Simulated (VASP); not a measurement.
Runs of VASP 6.6.1 on OZnH2. The cell holds a molecule in a box, 4 atoms: a = 10.000 Å, b = 13.000 Å, c = 11.000 Å, α = 90.00°, β = 90.00°, γ = 90.00°. 

```tsv
task	level	potentials or basis	cell	cutoff (eV)	grid for exact exchange (PRECFOCK)	exchange at q = 0	gap on the mesh (eV)	largest force (eV/Å)
single point	r2SCAN0+D3(BJ)	VASP PAW PBE potentials, release 64 (O_s, Zn, H_s)	as given	400	Normal	default	8.10	1.28
single point	PBE	VASP PAW PBE potentials, release 64 (O, Zn, H)	as given	520	-	-	5.35	0.66
electron localisation function	PBE	VASP PAW PBE potentials, release 64 (O, Zn, H)	as given	520	-	-	5.35	0.66
single point	PBE+D3(BJ)	VASP PAW PBE potentials, release 64 (O_s, Zn, H_s)	as given	400	-	-	5.34	(b)
relaxation of the atoms	BLYP+D3(BJ)	VASP PAW PBE potentials, release 64 (O_s, Zn, H_s)	atoms relaxed	400	-	-	(a)	0.01
```

Alike in all rows: no spin polarisation; k mesh 1 × 1 × 1; smearing gaussian 0.01 eV.

Task: Estimate the missing entries.

Result: (a) 5.13; (b) 1.98.

Caveats: the PAW data sets were made with another functional, which shifts forces and pressure a little (some runs).

A k mesh can miss the band edges.

Not every run made on this cell is shown here.
